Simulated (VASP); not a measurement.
Bi3SbO3:

```xyz
7
Lattice="5.3991 0.0000 0.0000 0.0000 5.3991 0.0000 0.0000 0.0000 5.3991" Properties=species:S:1:pos:R:3 pbc="T T T"
Sb    0.0000    0.0000    0.0000
Bi    2.6996    0.0000    2.6996
Bi    2.6996    2.6996    0.0000
Bi    0.0000    2.6996    2.6996
O     2.6996    0.0000    0.0000
O     0.0000    2.6996    0.0000
O     0.0000    0.0000    2.6996
```

The cell was built by a generator and needn't be a form met in nature.

| Property | Result |
| --- | --- |
| Program | VASP 6.6.1 |
| Task | relaxation of cell and atoms |
| Functional | PBE |
| Potentials or basis | VASP PAW PBE potentials, release 64 (Sb, Bi_d, O) |
| Cutoff | 520 eV |
| k mesh | 3 × 3 × 3 |
| Occupations | gaussian, width 0.15 eV |
| Spin | no spin polarisation |

At the start: pressure -10.0 GPa; volume 22.48 Å³/atom.

Problem. Where does the relaxation end?

Solution. Over 3 steps the energy falls by 115.2 meV/atom and the volume is 19.31 Å³/atom (-14.1 %); space group Pm-3m (No. 221, to 0.05 Å).

Step by step:
```
step  energy change (eV)  largest force (eV/Å)  pressure (GPa)  volume (Å³)
   1              0.0000                0.0000           -9.99       157.39
   2             -0.6645                0.0000            6.34       127.57
   3             -0.8063                0.0000           -0.13       135.18
```

Final structure:
```xyz
7
Lattice="5.1322 0.0000 0.0000 0.0000 5.1322 0.0000 0.0000 0.0000 5.1322" Properties=species:S:1:pos:R:3 pbc="T T T"
Sb    0.0000    0.0000    0.0000
Bi    2.5661    0.0000    2.5661
Bi    2.5661    2.5661    0.0000
Bi    0.0000    2.5661    2.5661
O     2.5661    0.0000    0.0000
O     0.0000    2.5661    0.0000
O     0.0000    0.0000    2.5661
```

Caveat: the k mesh is coarse (spacing up to 0.39 Å⁻¹), so the values aren't converged.
